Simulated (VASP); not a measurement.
VASP input:

INCAR:
```
! general
SYSTEM =ZrC
PREC   =Accurate
ENCUT  =620   ! plane-wave cut-off (eV)
LREAL  =.False.   ! projection in real space or not
LASPH  =.True.   ! aspherical one-centre terms

! electronic loop
EDIFF  =1E-6   ! SCF stop (eV)
NELM   =100   ! most electronic steps
ALGO   =Normal   ! blocked Davidson
LMAXMIX=4   ! l cut-off of mixed one-centre charges

! smearing
ISMEAR =1   ! Methfessel-Paxton
SIGMA  =0.1

! ions
IBRION =2
NSW    =40   ! most ionic steps
ISIF   =3   ! ions, shape and volume
EDIFFG =-0.02
PSTRESS=200   ! kbar

! output
LWAVE  =.False.
LCHARG =.False.
```

File KPOINTS:
```
Regular mesh
0
G
14 14 14
0 0 0
```

File POSCAR:
```
ZrC
1
    0.0000000000     2.2937460955     2.2937460955
    2.2937460955     0.0000000000     2.2937460955
    2.2937460955     2.2937460955     0.0000000000
Zr C
1 1
Direct
  0.0000000000   0.0000000000   0.0000000000
  0.5000000000   0.5000000000   0.5000000000
```

POTCAR, in this order: Zr_sv C (LDA.64 set). Program: vasp_std.

Translate this LDA calculation to Ansatz.

One equivalent input (not run):
Ansatz 0.2 input:
```yaml
crystal:
  lattice:
    - [0.0000000, 2.2937461, 2.2937461]
    - [2.2937461, 0.0000000, 2.2937461]
    - [2.2937461, 2.2937461, 0.0000000]
  atoms:
    - { symbol: Zr, position: [0.0000000, 0.0000000, 0.0000000] }
    - { symbol: C, position: [0.5000000, 0.5000000, 0.5000000] }
kpoints:
  mp_grid: { grid: [14, 14, 14] }
hamiltonian:
  xc: lda
  pseudopotentials: { kind: paw }
scf:
  occupations: { method: methfessel_paxton, width: 0.1 }
  max_iter: 100
relax:
  max_steps: 40
  f_tol: 0.02
  cell: { p_target: 20 }
output: { forces: true, stress: true, eigenvalues: true }
```
The two are equivalent in intent, not identical: each code has its own PAW files, so the cut-off isn't converted (ENCUT is set for VASP's; basis.ecutwfc is left out, and Ansatz then takes the one that its files recommend); Ansatz stops its SCF on the density residual and VASP on the energy change (EDIFF); Ansatz's lda is the Perdew-Wang form, while the LDA potentials of VASP carry Perdew-Zunger's.

The compound is ZrC in the rock salt structure. This run relaxes it under an external pressure of 20 GPa. Symmetry was kept, so distortions that lower it aren't found.
